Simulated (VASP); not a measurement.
# MgO (Periclase) (Fm-3m) in VASP: a series of runs, part 2 of 2

VASP 6.6.1.

**3. Dielectric tensor, PBEsol**

INCAR

```
PREC = Accurate
ENCUT = 600
EDIFF = 1E-8
ISMEAR = 0
SIGMA = 0.03
LREAL = F
LASPH = T
NELM = 80
ALGO = Normal
ISIF = 2
LWAVE = F
LCHARG = F
GGA = PS
LEPSILON = T
```

KPOINTS

```
Automatic mesh
0
Gamma
  12 12 12
```

POSCAR

```
MgO                                     
1.0
    0.0000000000      2.1039232588      2.1039232588
    2.1039232588      0.0000000000      2.1039232588
    2.1039232588      2.1039232588      0.0000000000
  Mg              O             
     1     1
Direct
     0.0000000000000000    0.0000000000000000    0.0000000000000000
     0.5000000000000000    0.5000000000000000    0.5000000000000000
```

Potentials or basis: VASP PAW PBE potentials, release 64 (Mg, O).

Run with:

```
$ cat potpaw_PBE.64/Mg/POTCAR potpaw_PBE.64/O/POTCAR > POTCAR
$ mpirun -np 1 vasp_std > vasp.out
```

OUTCAR:

```text
PREC = Accurate
   ENCUT = 600
   EDIFF = 1E-8
   ISMEAR = 0
   LREAL = F
   LASPH = T
   NELM = 80
   ISIF = 2
   GGA = PS
   LEPSILON = T

 ion  position               nearest neighbor table
   1  0.000  0.000  0.000-   2 2.10   2 2.10   2 2.10   2 2.10   2 2.10   2 2.10
   2  0.500  0.500  0.500-   1 2.10   1 2.10   1 2.10   1 2.10   1 2.10   1 2.10

  LATTYP: Found a face centered cubic cell.
 ALAT       =     4.2078465176

  Lattice vectors:

 A1 = (   0.0000000000,   2.1039232588,   2.1039232588)
 A2 = (   2.1039232588,   0.0000000000,   2.1039232588)
 A3 = (   2.1039232588,   2.1039232588,   0.0000000000)

Analysis of symmetry for initial positions (statically):
[... 512 lines left out ...]
     0.00000 -0.00015 -0.00000
    -0.00000  0.00000 -0.00013

 MACROSCOPIC STATIC DIELECTRIC TENSOR (including local field effects in DFT)
 ------------------------------------------------------
           3.162066     0.000000    -0.000000
           0.000000     3.162066     0.000000
           0.000000     0.000000     3.162066
 ------------------------------------------------------

 PIEZOELECTRIC TENSOR (including local field effects)  for field in x, y, z        (e  Angst)
          XX          YY          ZZ          XY          YZ          ZX
  --------------------------------------------------------------------------------
  x     0.00000     0.00000     0.00000     0.00000     0.00000     0.00000
  y     0.00000     0.00000     0.00000     0.00000     0.00000     0.00000
  z     0.00000     0.00000     0.00000     0.00000     0.00000     0.00000

 PIEZOELECTRIC TENSOR (including local field effects)  for field in x, y, z        (C/m^2)
          XX          YY          ZZ          XY          YZ          ZX
  --------------------------------------------------------------------------------
  x     0.00000     0.00000     0.00000     0.00000     0.00000     0.00000
  y     0.00000     0.00000     0.00000     0.00000     0.00000     0.00000
  z     0.00000     0.00000     0.00000     0.00000     0.00000     0.00000

 BORN EFFECTIVE CHARGES (including local field effects) (in |e|, cummulative output)
 ---------------------------------------------------------------------------------
 ion    1
    1     1.96456    -0.00000    -0.00000
    2    -0.00000     1.96456     0.00000
    3     0.00000     0.00000     1.96456
 ion    2
    1    -1.96456     0.00000     0.00000
    2     0.00000    -1.96456     0.00000
    3    -0.00000    -0.00000    -1.96456
```

OSZICAR:

```text
N       E                     dE             d eps       ncg     rms          rms(c)
DAV:   1     0.174373056619E+02    0.17437E+02   -0.53107E+03  1296   0.101E+03
DAV:   2    -0.134158990337E+02   -0.30853E+02   -0.29932E+02  1408   0.157E+02
DAV:   3    -0.138994031536E+02   -0.48350E+00   -0.48350E+00  1504   0.219E+01
[... 15 lines left out ...]
RMM:   4    -0.120513079142E+00   -0.63921E-02   -0.21916E-03  4063   0.477E-01    0.299E-02
RMM:   5    -0.121120304134E+00   -0.60722E-03   -0.29391E-05  4314   0.595E-02    0.572E-03
RMM:   6    -0.121179898557E+00   -0.59594E-04   -0.22339E-07  4481   0.520E-03    0.239E-03
RMM:   7    -0.121207861251E+00   -0.27963E-04   -0.75496E-08  4423   0.292E-03    0.133E-04
RMM:   8    -0.121208485895E+00   -0.62464E-06   -0.88757E-10  4154   0.283E-04    0.599E-05
RMM:   9    -0.121208693031E+00   -0.20714E-06   -0.15875E-10  3682   0.112E-04    0.703E-06
```

stdout:

```text
POSCAR found type information on POSCAR MgO
 POSCAR found :  2 types and       2 ions
 scaLAPACK will be used
 -----------------------------------------------------------------------------
|                                                                             |
|                                                                             |
|     You enforced a specific xc type in the INCAR file but a different       |
[... 28 lines left out ...]
  Direction:   1
 dielectric tensor                  component  1 :     3.162     0.452     0.163
 Linear response to external field, progress :
  Direction:   2
 dielectric tensor                  component  2 :     0.347     3.162    -0.030
 Linear response to external field, progress :
  Direction:   3
 dielectric tensor                  component  3 :     0.044     0.248     3.162
 Born effective charges drift removed
```

Wall time 39 s (1 thread of Intel Xeon 6975P-C (Granite Rapids), shared host); peak memory 0.22 GiB.

What came out:

* Band gap on the k mesh: 4.66 eV, direct
* Electronic dielectric tensor (diagonal): 3.16
* Born charges (mean of the diagonal): Mg +1.96; O -1.96 e

Electronic dielectric tensor:
```
3.16 0.00 0.00
0.00 3.16 0.00
0.00 0.00 3.16
```

Born effective charge tensors (e):
atom 1, Mg
```
1.96 0.00 0.00
0.00 1.96 0.00
0.00 0.00 1.96
```
atom 2, O
```
-1.96  0.00  0.00
 0.00 -1.96  0.00
 0.00  0.00 -1.96
```

**4. Comparison with measurements**

Step 3. Measured gap of MgO: 7.83 eV (quoted in “Electronic structure of alkaline earth and post-transition metal oxides”, 2009, arxiv:0908.1581). This calculation gives 4.66 eV (-3.17 eV). The value is that of PBEsol on a finite k mesh, which can miss the band edges, without temperature or zero-point motion. Semilocal functionals fall short of measured gaps as a rule. Measured high-frequency dielectric constant of MgO: 2.95 (295 K; “Infrared Optical Properties of Ferropericlase (Mg1-xFexO): Experiment and Theory”, 2007, arxiv:0704.2267). This calculation gives 3.16 (+7.2 %).
